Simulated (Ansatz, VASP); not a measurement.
Tl3Cu in VASP and in Ansatz

The input INCAR:

```
SYSTEM = Tl3Cu
PREC = Accurate ; ENCUT = 520
EDIFF = 1E-7 ; ISMEAR = -1
SIGMA = 0.05 ; LREAL = .FALSE.
LASPH = .TRUE. ; NELM = 60
ALGO = Normal ; ISIF = 2
LWAVE = .FALSE. ; LCHARG = .TRUE.
GGA = PE ; LELF = .TRUE.
LVHAR = .TRUE. ; NBANDS = 33
```

Contents of KPOINTS:

```
regular mesh
0
G
  6 6 6
  0 0 0
```

The input POSCAR:

```
Tl3Cu
1.0
    4.7169980000      0.0000000000      0.0000000000
    0.0000000000      4.7169980000      0.0000000000
    0.0000000000      0.0000000000      4.7169980000
Tl Cu
3 1
Direct
    0.5000000000      0.5000000000      0.0000000000
    0.5000000000      0.0000000000      0.5000000000
    0.0000000000      0.5000000000      0.5000000000
    0.0000000000      0.0000000000      0.0000000000
```

The input input.yaml:

```yaml
crystal:
  lattice:
    - [4.716998, 0.0, 0.0]
    - [0.0, 4.716998, 0.0]
    - [0.0, 0.0, 4.716998]
  atoms:
    - { symbol: Tl, position: [0.5, 0.5, 0.0] }
    - { symbol: Tl, position: [0.5, 0.0, 0.5] }
    - { symbol: Tl, position: [0.0, 0.5, 0.5] }
    - { symbol: Cu, position: [0.0, 0.0, 0.0] }
hamiltonian:
  xc: pbe
  pseudopotentials: { kind: paw }
kpoints:
  mp_grid: { grid: [6, 6, 6] }
scf:
  occupations: { method: fermi_dirac, width: 0.05 }
output:
  forces: true
  stress: true
  eigenvalues: true
```

The cell comes from a database or a generator and needn't be the stable form of this composition.

Alike in both runs: task single point; functional PBE; k mesh 6 × 6 × 6; occupations fermi-dirac, width 0.05 eV; no spin polarisation.

|  | VASP | Ansatz |
| --- | --- | --- |
| version | VASP 6.6.1 | Ansatz 0.2.0 |
| potentials or method | VASP PAW PBE potentials, release 64 (Tl_d, Cu) | Ansatz PAW |
| plane-wave cutoff (eV) | 520 | 420 |
| valence electrons in the cell | 50 | 58 |

```tsv
	VASP	Ansatz	Ansatz less VASP
gap on the k mesh at the Fermi level (eV)	none	none	-
pressure (GPa)	0.0	0.0	+0.02
```

A gap of «none» marks a metal or a gap that the smearing closes. The two sets of potentials don't hold the same shells in valence.

Spin-orbit coupling is left out, which matters for the levels of Tl.
